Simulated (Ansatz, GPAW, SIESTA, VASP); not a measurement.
## GaSb3: 5 runs at one level of theory

```
Sb Ga
1.0
     0.00000    3.73060    3.73060
     3.73060    0.00000    3.73060
     3.73060    3.73060    0.00000
Sb Ga
3 1
Cartesian
  3.7341 3.7222 3.7448
  5.6086 5.6120 5.6238
  1.9298 1.8437 1.8906
  -0.0053 0.0047 0.0411
```

The cell comes from a database or a generator and needn't be the stable form of this composition.

Atoms were shifted at random by some hundredths of an Å from the given cell, which wasn't relaxed again for these runs.

Alike in all runs: task single point; functional PBEsol; k mesh 6 × 6 × 6; occupations fermi-dirac, width 0.05 eV; no spin polarisation; no spin-orbit coupling. A missing gap at this level doesn't show that the real crystal is a metal. Pressure is positive in compression and, in plane waves, holds the error of the finite cutoff, which Ansatz's Pulay term estimates and takes out.

| program and potentials | plane-wave cutoff (eV) | notes | band gap (eV) | pressure (GPa) | energy over the undisturbed cell (meV/atom) |
| --- | --- | --- | --- | --- | --- |
| Ansatz, Ansatz PAW | 420 | potentials made for PBE, which Ansatz adapts in part; 14.5 valence electrons an atom on average; Pulay term of +0.04 GPa included | no gap | -3.42 | 0.15 |
| GPAW, PAW data sets generated for this functional | 600 | 12 valence electrons an atom on average | no gap | -3.73 | 0.12 |
| VASP, PBE PAW files Ga_d, Sb, 520 eV | 520 | potentials made for PBE; 7 valence electrons an atom on average | no gap | -3.42 | - |
| Ansatz, all-electron LAPW, scalar-relativistic | - | - | no gap | -3.40 | - |
| SIESTA, files PseudoDojo sr-pbesol-0.4.1-standard, DZP (energy shift 0.003 Ry; two zetas on semicore shells) | - | atomic basis; 14.5 valence electrons an atom on average | no gap | -2.02 | 0.81 |

Force on atom 2 (Sb), eV/Å:

```tsv
program and potentials	x	y	z
Ansatz, Ansatz PAW	0.037	-0.022	-0.008
GPAW, PAW data sets generated for this functional	0.037	-0.021	-0.007
VASP, PBE PAW files Ga_d, Sb, 520 eV	0.036	-0.023	-0.008
Ansatz, all-electron LAPW, scalar-relativistic	0.037	-0.022	-0.008
SIESTA, files PseudoDojo sr-pbesol-0.4.1-standard, DZP (energy shift 0.003 Ry; two zetas on semicore shells)	0.045	-0.045	-0.013
```

None finds a gap. The pressure spans -3.73 (GPAW, PAW data sets generated for this functional) to -2.02 GPa (SIESTA, files PseudoDojo sr-pbesol-0.4.1-standard, DZP (energy shift 0.003 Ry; two zetas on semicore shells)), with all-electron results at -3.40. Rows in atomic bases carry the error of their basis and grid, which can be large.

Differences between rows come from potentials, basis sets and numerical settings, since the functional is the same but for its coding. Runs on potential files found faulty are left out.
